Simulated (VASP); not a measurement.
Input:

```
CELL_PARAMETERS angstrom
      0.00000     3.00264     3.00264
      3.00264     0.00000     3.00264
      3.00264     3.00264     0.00000
ATOMIC_POSITIONS crystal
  Eu 0.00000 0.00000 0.00000
  Se 0.50000 0.50000 0.50000
```

Computed with PBEsol GGA, VASP's PBE PAW potentials (set 64) (plane waves; VASP). Settings: 400 eV cut-off, 7×7×7 Γ-centred mesh, Gaussian smearing of 0.050 eV, potentials Eu_2 Se.

The 4f electrons are frozen in the core of the lanthanide potential, so 4f levels, which can set the real gap, and their magnetism are missing.

**Question.** Predict the energy per atom (σ→0).

**Answer.** 
```
Item                           Result
---------------------  --------------
energy per atom (σ→0)  -5.239 eV/atom
```

The absolute energy has meaning only against runs of the same code, potentials and settings.

The structure comes from a computed database's EuSe entry (Fm-3m); how it stands against other phases isn't given here. It was relaxed first, which changed the volume by -6 %. The start is the result of an earlier pass.
